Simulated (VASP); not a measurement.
Input for VASP

### INCAR
```
NELM = 100
PREC = Accurate
ISIF = 2   ! forces and stress, cell fixed
NEDOS = 601   ! DOS grid
SYSTEM = CsBr
EDIFF = 1E-7   ! SCF stop (eV)
LREAL = .False.
GGA = 91   ! PW91
ISMEAR = -5
LMAXMIX = 4   ! l cut-off of mixed one-centre charges
LORBIT = 11   ! lm-projected
ENCUT = 520
ALGO = Normal   ! blocked Davidson
LWAVE = .False.
LCHARG = .True.
LASPH = .True.
```

POSCAR:
```
CsBr
1
    4.3783119169     0.0000000000     0.0000000000
    0.0000000000     4.3783119169     0.0000000000
    0.0000000000     0.0000000000     4.3783119169
Cs Br
1 1
Direct
  0.0000000000   0.0000000000   0.0000000000
  0.5000000000   0.5000000000   0.5000000000
```

File KPOINTS:
```
Automatic mesh
0
Gamma
7 7 7
0 0 0
```

POTCAR, in this order: Cs_sv Br (PBE.64 set). Program: vasp_std.

Task: Translate this PW91 calculation to Quantum ESPRESSO's pw.x.

Result: One equivalent input (not run):
```
&CONTROL
  calculation = 'scf'
  pseudo_dir = './pseudo'
  outdir = './out'
  tprnfor = .true.
  tstress = .true.
/
&SYSTEM
  ibrav = 0
  nat = 2
  ntyp = 2
  ecutwfc = 50
  occupations = 'tetrahedra'
  input_dft = 'pw91'
/
&ELECTRONS
  conv_thr = 7.3e-09
  electron_maxstep = 100
/
ATOMIC_SPECIES
  Cs 132.905 Cs.upf
  Br 79.904 Br.upf
CELL_PARAMETERS angstrom
     4.3783119    0.0000000    0.0000000
     0.0000000    4.3783119    0.0000000
     0.0000000    0.0000000    4.3783119
ATOMIC_POSITIONS crystal
  Cs   0.0000000  0.0000000  0.0000000
  Br   0.5000000  0.5000000  0.5000000
K_POINTS automatic
  7 7 7 0 0 0
```
Limits of the translation: the potentials are each code's own (VASP's PAW set, PseudoDojo norm-conserving files in pw.x), so ENCUT and ecutwfc are chosen apart and not converted; conv_thr bounds pw.x's estimated SCF error, while EDIFF bounds the energy change between steps.

The compound is CsBr in the CsCl type structure. It was relaxed first, which changed the volume by +6 %.
